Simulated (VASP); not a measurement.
A calculation with VASP 6.6.1 of MgVCl2O (native input, structure from a POSCAR):

File INCAR:

```
SYSTEM = MgVCl2O
  PREC = Accurate
  ENCUT = 520
  EDIFF = 1E-6
  ISMEAR = 0
  SIGMA = 0.1
  LREAL = .FALSE.
  LASPH = .TRUE.
  NELM = 120
  ALGO = Normal
  ISIF = 2
  LWAVE = .FALSE.
  LCHARG = .FALSE.
  ISPIN = 2
  MAGMOM = 2 0 0 0 0
  LORBIT = 11
  LMAXMIX = 4
  GGA = RP
  NBANDS = 30
```

The input KPOINTS:

```
regular mesh
0
G
  7 7 7
  0 0 0
```

Contents of POSCAR:

```
MgVCl2O
1.0
    6.6203369699     -1.9615760065      0.0000000000
    6.6203369699      1.9615760065      0.0000000000
   -1.3957237544      0.0000000000      4.0863273679
V Cl Mg O
1 2 1 1
Cartesian
   -1.3467162892      0.0000000000      3.9982997037
    8.1889546581      0.0000000000      0.4558175589
    3.6881456681      0.0000000000      3.4590066494
    5.8491320968      0.0000000000      1.9059815879
   12.5280118461      0.0000000000      1.9352519508
```

Potentials or basis: VASP PAW PBE potentials, release 64 (V_sv, Cl, Mg, O).

Launch:

```bash
$ cat potpaw_PBE.64/V_sv/POTCAR potpaw_PBE.64/Cl/POTCAR potpaw_PBE.64/Mg/POTCAR potpaw_PBE.64/O/POTCAR > POTCAR
$ mpirun -np 1 vasp_std > vasp.out
```

The cell comes from a database or a generator and needn't be the stable form of this composition.

Problem. Write the same calculation in another form: ASE script, structure typed inline.

Solution. As run:

File run.py:

```python
from ase import Atoms
from ase.calculators.vasp import Vasp
from ase.dft.bandgap import bandgap

atoms = Atoms(
    ['V', 'Cl', 'Cl', 'Mg', 'O'],
    cell=[[6.6203369699, -1.9615760065, 0.0], [6.6203369699, 1.9615760065, 0.0], [-1.3957237544, 0.0, 4.0863273679]],
    scaled_positions=[[0.0014305, 0.0014305, 0.978458], [0.630228, 0.630228, 0.111547], [0.367776, 0.367776, 0.846483], [0.490922, 0.490922, 0.466429], [0.9960985, 0.9960985, 0.473592]],
    pbc=True,
)
atoms.set_initial_magnetic_moments([2.0, 0.0, 0.0, 0.0, 0.0])
calc = Vasp(
    directory='calc',
    xc='rpbe',
    pp='PBE',
    setups='recommended',
    prec='Accurate',
    encut=520,
    ediff=1e-06,
    ismear=0,
    sigma=0.1,
    lreal=False,
    lasph=True,
    nelm=120,
    algo='Normal',
    isif=2,
    lwave=False,
    lcharg=True,
    ispin=2,
    lorbit=11,
    lmaxmix=4,
    lelf=True,
    lvhar=True,
    kpts=[7, 7, 7],
    gamma=True,
)
atoms.calc = calc

print('energy (eV):', atoms.get_potential_energy())
print('free energy (eV):', atoms.get_potential_energy(force_consistent=True))
print('forces (eV/A):')
print(atoms.get_forces())
print('stress (eV/A^3, Voigt):', atoms.get_stress())
print('Fermi level (eV):', calc.get_fermi_level())
print('moment (muB):', atoms.get_magnetic_moment())
print('site moments (muB):', atoms.get_magnetic_moments())
gap, top, bottom = bandgap(calc)
print('band gap (eV):', gap, 'from (spin, k, band)', top, 'to', bottom)
```

Potentials or basis: VASP PAW PBE potentials, release 64 (V_sv, Cl, Mg, O).

Run with:

```console
$ python run.py
```

Both were run:

|  | native input, structure from a POSCAR | ASE script, structure typed inline |
| --- | --- | --- |
| Pressure | 0.2 GPa | 0.2 GPa |
| Largest force | 0.108 eV/Å | 0.108 eV/Å |
| Band gap on the k mesh | 0.60 eV, indirect (least direct gap 0.72 eV) | 0.60 eV, indirect (least direct gap 0.72 eV) |
| Net moment | 3.00 μB per cell | 3.00 μB per cell |
| Site moments | V +2.59; Cl -0.01, -0.02; Mg +0.01; O +0.04 μB | V +2.59; Cl -0.01, -0.02; Mg +0.01; O +0.04 μB |
| Valence electrons inside the program's atomic spheres | V 11.35; Cl 5.16, 5.17; Mg 0.35; O 5.05 | V 11.35; Cl 5.16, 5.17; Mg 0.35; O 5.05 |

Keys that steer only the numerical path or the files written may differ.

Caveat: the PAW data sets were made with another functional, which shifts forces and pressure a little; an odd mesh through Γ misses points on the zone boundary, where band edges often lie.
